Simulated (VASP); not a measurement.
Here is the system:

```
Be
1.0
    1.12620    -1.95063     0.00000
    1.12620     1.95063     0.00000
    0.00000     0.00000     3.53777
Be
2
Cartesian
  1.12620   0.65021   0.88444
  1.12620  -0.65021   2.65332
```

These are PBE GGA with D4 dispersion, VASP's PBE PAW potentials (set 64) (plane waves; VASP) values and carry that method's errors. Run with 520 eV cut-off, Gaussian smearing of 0.050 eV, potentials Be.

Problem. Give the energies of bands 1 to 4 at the high-symmetry points, in eV from the Fermi level.

Solution. 
| band | Γ | M | K | A | L | H |
|---|---|---|---|---|---|---|
| 1 | -11.46 | -5.09 | -2.54 | -9.27 | -3.69 | -1.17 |
| 2 | -4.49 | -3.17 | -1.03 | -9.27 | -3.69 | -1.17 |
| 3 | 1.20 | 3.67 | -1.03 | 10.92 | 1.61 | 0.34 |
| 4 | 16.15 | 6.55 | 6.77 | 10.92 | 1.61 | 0.34 |

It has no gap at this level: it comes out as a metal or semimetal.

The compound is Be in the hcp structure. It was relaxed first.
